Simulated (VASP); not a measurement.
Method: PBE GGA with D3 dispersion (Becke-Johnson damping), VASP's PBE PAW potentials (set 64) (plane waves; VASP).

VASP ran on this input.

### INCAR
```
SYSTEM = C
PREC = Accurate
ENCUT = 580
EDIFF = 1E-6
NELM = 100
ALGO = Normal
LREAL = .FALSE.
LASPH = .TRUE.
ISMEAR = 1
SIGMA = 0.1
GGA = PE
IVDW = 12
LWAVE = .FALSE.
LCHARG = .FALSE.
IBRION = 2
ISIF = 3
NSW = 60
EDIFFG = -0.01
```

KPOINTS:
```
Automatic mesh
0
Gamma
15 15 5
0 0 0
```

File POSCAR:
```
C
1
    1.2300000000    -2.1304220000     0.0000000000
    1.2300000000     2.1304220000     0.0000000000
    0.0000000000     0.0000000000     6.7100000000
C
4
Direct
  0.0000000000   0.0000000000   0.2500000000
  0.0000000000   0.0000000000   0.7500000000
  0.3333330000   0.6666670000   0.2500000000
  0.6666670000   0.3333330000   0.7500000000
```

POTCAR, in this order: C (PBE.64 set). Program: vasp_std.

Output of the run:

### OSZICAR
```
       N       E                     dE             d eps       ncg     rms          rms(c)
DAV:   1     0.514480581862E+02    0.51448E+02   -0.88462E+03  1952   0.134E+03
DAV:   2    -0.353518902671E+02   -0.86800E+02   -0.79599E+02  2688   0.241E+02
DAV:   3    -0.392038436116E+02   -0.38520E+01   -0.38224E+01  2472   0.512E+01
DAV:   4    -0.392514362576E+02   -0.47593E-01   -0.47534E-01  2376   0.666E+00
DAV:   5    -0.392525252548E+02   -0.10890E-02   -0.10887E-02  2388   0.967E-01    0.897E+00
DAV:   6    -0.374200508541E+02    0.18325E+01   -0.18063E+00  2252   0.938E+00    0.525E+00
DAV:   7    -0.368381781289E+02    0.58187E+00   -0.19914E+00  2308   0.996E+00    0.141E+00
DAV:   8    -0.368456670753E+02   -0.74889E-02   -0.60508E-02  2204   0.168E+00    0.102E-01
DAV:   9    -0.368456178645E+02    0.49211E-04   -0.12010E-03  2456   0.289E-01    0.569E-02
DAV:  10    -0.368458144960E+02   -0.19663E-03   -0.25070E-04  2376   0.138E-01    0.283E-02
DAV:  11    -0.368458134668E+02    0.10292E-05   -0.27205E-06  2152   0.148E-02    0.255E-03
DAV:  12    -0.368458137572E+02   -0.29038E-06   -0.75875E-07  1692   0.777E-03
   1 F= -.37471459E+02 E0= -.37471306E+02  d E =-.374715E+02
       N       E                     dE             d eps       ncg     rms          rms(c)
DAV:   1    -0.368424344450E+02    0.33790E-02   -0.27245E-01  2124   0.539E+00    0.364E-01
DAV:   2    -0.368408140923E+02    0.16204E-02   -0.39096E-03  2472   0.556E-01    0.243E-01
DAV:   3    -0.368397285135E+02    0.10856E-02   -0.12962E-03  2344   0.293E-01    0.330E-02
DAV:   4    -0.368397310217E+02   -0.25082E-05   -0.44603E-05  2388   0.497E-02    0.170E-02
DAV:   5    -0.368397328332E+02   -0.18116E-05   -0.72927E-06  2308   0.224E-02    0.574E-03
DAV:   6    -0.368397327727E+02    0.60485E-07   -0.51714E-07  1628   0.604E-03
   2 F= -.37463809E+02 E0= -.37463655E+02  d E =0.765047E-02
       N       E                     dE             d eps       ncg     rms          rms(c)
DAV:   1    -0.368488843706E+02   -0.91515E-02   -0.13919E-01  2144   0.387E+00    0.258E-01
DAV:   2    -0.368480825370E+02    0.80183E-03   -0.20728E-03  2468   0.399E-01    0.173E-01
DAV:   3    -0.368475559562E+02    0.52658E-03   -0.67218E-04  2348   0.211E-01    0.233E-02
DAV:   4    -0.368475555307E+02    0.42556E-06   -0.23315E-05  2420   0.357E-02    0.121E-02
DAV:   5    -0.368475573764E+02   -0.18458E-05   -0.34411E-06  2284   0.153E-02    0.302E-03
DAV:   6    -0.368475571137E+02    0.26270E-06   -0.24909E-07  1540   0.417E-03
   3 F= -.37472952E+02 E0= -.37472799E+02  d E =-.149315E-02
```

### OUTCAR
```
------------------------ aborting loop because EDIFF is reached ----------------------------------------
 Edisp (eV)   -0.62540
  FORCE on cell =-STRESS in cart. coord.  units (eV):
  Direction    XX          YY          ZZ          XY          YZ          ZX
  --------------------------------------------------------------------------------------
  Total      -0.00312    -0.00312    -0.02563    -0.00000    -0.00000     0.00000
  in kB      -0.14156    -0.14156    -1.16238    -0.00000    -0.00000     0.00000
  external pressure =       -0.48 kB  Pullay stress =        0.00 kB
  volume of cell :       35.32
      direct lattice vectors                 reciprocal lattice vectors
     1.232813633 -2.135295352 -0.000000000     0.405576307 -0.234159644 -0.000000000
     1.232813633  2.135295352  0.000000000     0.405576307  0.234159644 -0.000000000
     0.000000000  0.000000000  6.709231198    -0.000000000 -0.000000000  0.149048374
 POSITION                                       TOTAL-FORCE (eV/Angst)
 -----------------------------------------------------------------------------------
      0.00000     -0.00000      1.67731        -0.000000      0.000000     -0.000000
      0.00000      0.00000      5.03192        -0.000000     -0.000000      0.000000
      1.23281      0.71177      1.67731         0.000000      0.000000      0.000000
      1.23281     -0.71177      5.03192         0.000000     -0.000000     -0.000000
 -----------------------------------------------------------------------------------
    total drift:                                0.000000     -0.000000      0.000000
  FREE ENERGIE OF THE ION-ELECTRON SYSTEM (eV)
  ---------------------------------------------------
  free  energy   TOTEN  =       -37.4729524280 eV

  energy  without entropy=      -37.4724926455  energy(sigma->0) =      -37.47279917

 reached required accuracy - stopping structural energy minimisation
```
(Selected blocks of OUTCAR.)

File CONTCAR:
```
C
   1.00000000000000
     1.2328136333071955   -2.1352953524565832   -0.0000000000000000
     1.2328136333071955    2.1352953524565832    0.0000000000000000
     0.0000000000000000    0.0000000000000000    6.7092311977669548
  C
     4
Direct
     0.0000000000000000    0.0000000000000000    0.2500000000000000
     0.0000000000000000    0.0000000000000000    0.7500000000000000
     0.3333330000000032    0.6666669999999968    0.2500000000000000
     0.6666669999999968    0.3333330000000032    0.7500000000000000
```

The compound is C in the graphite structure. This run relaxes it. Symmetry was kept, so distortions that lower it aren't found.
